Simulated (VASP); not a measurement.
Given:

```yaml
crystal:
  lattice:
    - [3.86149, 0.00000, 0.00000]
    - [0.00000, 3.86149, 0.00000]
    - [0.00000, 0.00000, 5.88231]
  atoms:
    - { symbol: Ce, position: [0.50000, 0.00000, 0.21149] }
    - { symbol: Ce, position: [0.00000, 0.50000, 0.78851] }
    - { symbol: O, position: [0.50000, 0.50000, 0.00000] }
    - { symbol: O, position: [0.00000, 0.00000, 0.00000] }
    - { symbol: F, position: [0.50000, 0.00000, 0.61552] }
    - { symbol: F, position: [0.00000, 0.50000, 0.38448] }
```

Calculation: PBEsol GGA with spin-orbit coupling, VASP's PBE PAW potentials (set 64) (plane waves; VASP 6.6.1). Run with 520 eV cut-off, 7×7×5 Γ-centred mesh, Gaussian smearing of 0.050 eV, potentials Ce O F.

The run has a spin-polarised start.

Task: Give the energies of bands 48 to 61 at the high-symmetry points, in eV from the Fermi level.

Result: 
```
band      Γ      X      M      Z      R      A
----  -----  -----  -----  -----  -----  -----
48    -4.31  -4.56  -4.40  -4.19  -4.51  -4.44
49    -0.55  -0.05  -0.02  -0.38  -0.05  -0.03
50    -0.20  -0.05  -0.02  -0.13  -0.05  -0.03
51    -0.12   0.09   0.07  -0.10   0.05  -0.01
52     0.04   0.09   0.07   0.02   0.05  -0.01
53     0.07   0.18   0.15   0.05   0.19   0.16
54     0.10   0.18   0.15   0.08   0.19   0.16
55     0.11   0.26   0.20   0.19   0.26   0.22
56     0.15   0.26   0.20   0.28   0.26   0.22
57     0.28   0.32   0.24   0.28   0.34   0.25
58     0.34   0.32   0.24   0.29   0.34   0.25
59     0.35   0.36   0.44   0.29   0.36   0.45
60     0.38   0.36   0.44   0.38   0.36   0.45
61     0.40   0.57   0.59   0.41   0.57   0.58
```

It has no gap at this level: it comes out as a metal or semimetal.

The structure comes from a computed database's CeOF entry (P4/nmm); how it stands against other phases isn't given here. It was relaxed first, which changed the volume by -6 %.
